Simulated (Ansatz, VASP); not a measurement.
# Cross-check of NiO2 between VASP and Ansatz, part 2 of 2

Aim: how closely do two programs agree when they are given the same cell, functional and k mesh? Of the first pair: The structure shown is the end of the Ansatz relaxation below.

VASP 6.6.1 and Ansatz 0.2.0.

So far: Set-up; Ansatz: relaxation, LDA; VASP: single point, LDA, relaxed cell, pair 1; Differences; Other set-ups.

## 6. Ansatz: relaxation, LDA

Level of this step: Ansatz beside VASP: Kohn-Sham DFT, plane waves, LDA (Ansatz).

The two programs are compared at the cell with which this relaxation starts, whose forces are those of its first step.

The structure compared here is the start of the Ansatz relaxation; VASP solves that cell, so the two are compared at the walk's first step.

Input file input.yaml:

```yaml
crystal:
  lattice:
    - [2.97, 0.0, 0.0]
    - [-1.485, 2.5721, 0.0]
    - [0.0, 0.0, 20.0]
  atoms:
    - { symbol: Ni, position: [0.0, 0.0, 0.5] }
    - { symbol: O, position: [0.333333, 0.666667, 0.55635] }
    - { symbol: O, position: [0.666667, 0.333333, 0.44365] }
  periodic: [true, true, false]
kpoints:
  mp_grid: { grid: [9, 9, 1] }
hamiltonian:
  xc: lda
scf:
  occupations: { method: gaussian, width: 0.1 }
output:
  forces: true
  stress: true
  eigenvalues: true
relax:
  adjacent_minimum: "off"
  f_tol: 0.05
  max_steps: 80
  cell: { stress_2d_tol: 0.02 }
```

Started as:

```bash
> ansatz run input.yaml --threads 8 --pin off --max-ram 14336MiB --backend cpu --events-out ev --progress --plain --runs-dir out
```

Numbers of over 12 decimals in the logs are rounded to 6 here.

What it wrote:

```text
[...]
--- Band table (eV; the first three rows and the last of 12) ---
[...]
--- Relaxed structure (9 steps of the walk, 9 accepted, 3 SCFs on fresh bases) ---
[...]
cell:  # Å, volume = 186.2548 Å³
    - [2.756346, 0, 0]
    - [-1.378173, 2.387066, 0]
    - [0, 0, 28.308]
  atoms:
    - { symbol: Ni, position: [0, 0, 0.353257] }
    - { symbol: O, position: [0.333333, 0.666667, 0.385796] }
    - { symbol: O, position: [0.666667, 0.333333, 0.320718] }
[key lines of the parts left out:]
SCF converged after 7 iterations
Free energy (F): -6880.968448 eV
Fermi energy:    -7.608824 eV
P = ½ c Tr σ = -0.0015 N/m
```

## 7. VASP: single point, LDA, start cell, pair 2

The same cell, functional (in two slightly different forms), mesh and smearing now go to VASP, with its own data sets.

Input file INCAR:

```
SYSTEM = NiO2
PREC = Accurate
ENCUT = 520
EDIFF = 1E-06
NELM = 120
ISMEAR = 0
SIGMA = 0.1
LREAL = .FALSE.
ALGO = Normal
GGA = PW92
NBANDS = 17
LASPH = .TRUE.
LORBIT = 11
LWAVE = .FALSE.
LCHARG = .FALSE.
ISIF = 2
LDIPOL = .TRUE.
IDIPOL = 3
DIPOL = 0.5 0.5 0.353
LVHAR = .TRUE.
GGA_COMPAT = .FALSE.
EFERMI = MIDGAP
NELMDL = -8
```

Input file POSCAR:

```
NiO2
1.0
    2.9700030000      0.0000000000      0.0000000000
   -1.4850010000      2.5720980000      0.0000000000
    0.0000000000      0.0000000000     28.3080000000
Ni O
1 2
Direct
    0.0000000000      0.0000000000      0.3532570298
    0.3333333333      0.6666666667      0.3930690971
    0.6666666667      0.3333333333      0.3134449626
```

Input file KPOINTS:

```
Automatic mesh
0
Gamma
9 9 1
0 0 0
```

The projector-augmented-wave data sets are Ni and O (LDA family, release 64).

Started as:

```bash
> mpirun -np 1 vasp_std
```

What it wrote:

```text
[banner, memory and clock lines left out]
running    1 mpi-ranks, on    1 nodes
[...]
[... a notice as in an earlier step ...]

 LDA part: xc-table for (Slater(with rela. corr.)+PW92), standard interpolation
 POSCAR, INCAR and KPOINTS ok, starting setup
[...]
entering main loop
       N       E                     dE             d eps       ncg     rms          rms(c)
DAV:   1     0.189979711947E+03    0.18998E+03   -0.83583E+03   408   0.996E+02
DAV:   2     0.610765016023E+01   -0.18387E+03   -0.17227E+03   592   0.244E+02
DAV:   3    -0.258003453220E+02   -0.31908E+02   -0.31295E+02   473   0.115E+02
DAV:   4    -0.267660339122E+02   -0.96569E+00   -0.96332E+00   545   0.259E+01
[...]
DAV:  22    -0.184531338492E+02   -0.11272E-04   -0.12736E-06   401   0.722E-03    0.334E-03
DAV:  23    -0.184531367280E+02   -0.28788E-05   -0.58225E-07   389   0.408E-03    0.344E-03
DAV:  24    -0.184531369679E+02   -0.23996E-06   -0.26998E-07   453   0.120E-02
   1 F= -.18453137E+02 E0= -.18453137E+02  d E =-.197719E-11
```

OUTCAR, selected parts (step 7):

```text
  Total       -8.5704667     -8.5704664     -8.4237482     -0.0000017      0.0000000      0.0000000
  in kB      -63.4982076    -63.4982052    -62.4111768     -0.0000123      0.0000000      0.0000000
  external PRESSURE =     -63.1358632 kB  Pullay stress =       0.0000000 kB

 POSITION                                       TOTAL-FORCE (eV/Angst)
 -----------------------------------------------------------------------------------
      0.00000      0.00000     10.00000        -0.000000     -0.000000      0.000000
      0.00000      1.71473     11.12700         0.000000      0.000000     -3.716837
      1.48500      0.85737      8.87300         0.000000     -0.000000      3.716837
 -----------------------------------------------------------------------------------
    total drift:                                0.000000      0.000000     -0.000204

  FREE ENERGIE OF THE ION-ELECTRON SYSTEM (eV)
  ---------------------------------------------------
  free  energy   TOTEN  =       -18.4531369679 eV

  energy  without entropy=      -18.4531369679  energy(sigma->0) =      -18.45313697

[... 3 further parts left out ...]
[key lines of the parts left out:]
E-fermi :  -6.8556
```

The run ends at a pressure of -6.31 GPa, with forces up to 3.7 eV/Å.

## 8. Side by side

What differs besides the data sets and the points named for the pairs above, as far as they apply: the data sets hold 30 valence electrons in Ansatz (on its default PAW (the set named soft_2) files) and 22 in VASP; Ansatz takes its cutoff from its data sets, VASP runs at 520 eV. Total energies have different zeros and are not compared.

Forces (eV/Å; atoms numbered as in POSCAR):

```
atom        Ansatz x, y, z          VASP x, y, z
 Ni1   0.000, 0.000, 0.000   0.000, 0.000, 0.000
  O2  0.000, 0.000, -3.771  0.000, 0.000, -3.717
  O3   0.000, 0.000, 3.771   0.000, 0.000, 3.717
```

The forces differ by 25 meV/Å r.m.s., which is 1.5 % of the r.m.s. force of 1.752 eV/Å (both taken over all components). Where the cell holds vacuum, a pressure given here is an average over it and none of the material.

## 9. Ansatz: relaxation, LDA

This run makes the geometry at which the two programs are then compared.

The structure compared here is the end of the Ansatz relaxation.

This is the run of step 6 again, met here at its other cell.

## 10. VASP: single point, LDA, relaxed cell, pair 3

The same cell, functional (in two slightly different forms), mesh and smearing now go to VASP, with its own data sets.

INCAR is that of step 7.

Input file POSCAR:

```
NiO2
1.0
    2.7563464554      0.0000000000      0.0000000000
   -1.3781732277      2.3870660520      0.0000000000
    0.0000000000      0.0000000000     28.3080000000
Ni O
1 2
Direct
    0.0000000000      0.0000000000      0.3532570298
    0.3333333333      0.6666666667      0.3857960630
    0.6666666667      0.3333333333      0.3207179966
```

KPOINTS is that of step 7.

Started as:

```bash
> mpirun -np 1 vasp_std
```

What it wrote:

```text
[... set-up lines as in an earlier step ...]
 entering main loop
       N       E                     dE             d eps       ncg     rms          rms(c)
DAV:   1     0.204724284438E+03    0.20472E+03   -0.86012E+03   416   0.101E+03
DAV:   2     0.239535355088E+01   -0.20233E+03   -0.18948E+03   587   0.256E+02
DAV:   3    -0.272031204766E+02   -0.29598E+02   -0.29372E+02   430   0.123E+02
DAV:   4    -0.278498472815E+02   -0.64673E+00   -0.64626E+00   514   0.241E+01
[...]
DAV:  23    -0.201024597195E+02   -0.13052E-05   -0.19312E-07   393   0.527E-03    0.223E-03
DAV:  24    -0.201024611112E+02   -0.13916E-05   -0.73845E-08   357   0.512E-03    0.382E-03
DAV:  25    -0.201024614197E+02   -0.30851E-06   -0.26256E-08   393   0.540E-03
   1 F= -.20102461E+02 E0= -.20102461E+02  d E =-.367235E-21
```

Parts of OUTCAR (step 10):

```text
  Total        0.1939598      0.1939598      0.0849148      0.0000000      0.0000000      0.0000000
  in kB        1.6684561      1.6684561      0.7304434      0.0000000      0.0000000      0.0000000
  external PRESSURE =       1.3557852 kB  Pullay stress =       0.0000000 kB

 POSITION                                       TOTAL-FORCE (eV/Angst)
 -----------------------------------------------------------------------------------
      0.00000      0.00000     10.00000        -0.000000      0.000000      0.000000
     -0.00000      1.59138     10.92111         0.000000     -0.000000      0.067969
      1.37817      0.79569      9.07889         0.000000      0.000000     -0.067969
 -----------------------------------------------------------------------------------
    total drift:                                0.000000      0.000000     -0.000312

  FREE ENERGIE OF THE ION-ELECTRON SYSTEM (eV)
  ---------------------------------------------------
  free  energy   TOTEN  =       -20.1024614197 eV

  energy  without entropy=      -20.1024614197  energy(sigma->0) =      -20.10246142

[... 2 parts as in an earlier step ...]

[... 1 further part left out ...]
[key lines of the parts left out:]
E-fermi :  -5.8878
```

The run ends at a pressure of 0.14 GPa, with forces up to 0.068 eV/Å.

## 11. Side by side

What differs besides the data sets and the points named for the pairs above, as far as they apply: the data sets hold 30 valence electrons in Ansatz (on its default PAW (the set named soft_2) files) and 22 in VASP. Total energies have different zeros and are not compared.

Compared:

```
              quantity  Ansatz   VASP  difference
gap on the k mesh (eV)   1.355  1.335      +0.020
```

Forces (eV/Å; atoms numbered as in POSCAR):

```
atom       Ansatz x, y, z          VASP x, y, z
 Ni1  0.000, 0.000, 0.000   0.000, 0.000, 0.000
  O2  0.000, 0.000, 0.000   0.000, 0.000, 0.068
  O3  0.000, 0.000, 0.000  0.000, 0.000, -0.068
```

The forces differ by 32 meV/Å r.m.s., where the r.m.s. force is 0.000 eV/Å in Ansatz and 0.032 eV/Å in VASP: the atoms lie near their places of rest in Ansatz, so a percentage would say little (all taken over all components). A gap on the mesh is an upper bound, since the band edges may lie between its points. Where the cell holds vacuum, a pressure given here is an average over it and none of the material.

## 12. Summary of results

```json
{"r.m.s. force difference (single point, LDA, relaxed cell, pair 1)": "32 meV/Å", "r.m.s. force difference (single point, LDA, start cell, pair 2)": "1.5 % of the r.m.s. force", "r.m.s. force difference (single point, LDA, relaxed cell, pair 3)": "32 meV/Å"}
```

What this shows: The r.m.s. force difference is 32 meV/Å (single point, LDA, relaxed cell, pair 3), beyond the 12 meV/Å picked in this series as the mark of a large difference. The data sets hold unlike numbers of valence electrons (30 in Ansatz and 22 in VASP), so part of the differences may come from the potentials. Single point, LDA, relaxed cell, pair 1, VASP with the data sets Ni_sv_GW and O: r.m.s. force difference goes from 32 to 41 meV/Å; the difference in gap on the k mesh goes from 0.021 to 0.0094 eV. What causes the difference of the single point, LDA, relaxed cell, pair 3 pair stays open here. Pairs 1 and 3 hold one cell, so they aren't independent. How closely two codes agree says nothing of how well the functional describes the real material.

[Lines on the potential files, build, host, timing and source positions are cut from VASP's logs without a mark.]

[Logs are printed without paths, hosts, clocks, repeated set-up lines and the standing remarks that a program may print on its own settings, such as how far it seeks lower states.]

[Hosts, paths, dates, database ids (printed as entryN), source tags and the programs' standing remarks are cut or masked in the printed files.]
